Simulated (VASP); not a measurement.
Data:

```
KCl
1.0
    0.00000     3.22262     3.22262
    3.22262     0.00000     3.22262
    3.22262     3.22262     0.00000
K Cl
1 1
Direct
  0.00000   0.00000   0.00000
  0.50000   0.50000   0.50000
```

Level of theory: PBE GGA, VASP's PBE PAW potentials (set 64) (plane waves; VASP). Settings: 520 eV cut-off, 7×7×7 Γ-centred mesh, Gaussian smearing of 0.050 eV, potentials K_sv Cl.

### Question
What does the run give for the energy per atom (σ→0), band gap (on the k-mesh) with the smallest direct gap where there is one?

### Answer

| Item | Result |
|---|---|
| band gap (on the k-mesh) | 4.95 eV |
| smallest direct gap (on the k-mesh) | 4.95 eV |
| energy per atom (σ→0) | -3404 meV/atom |

Only differences to runs with the same potentials and settings are physical.

The compound is KCl in the rock salt structure. This cell is one point of a volume scan, at 1.03 of the reference volume.
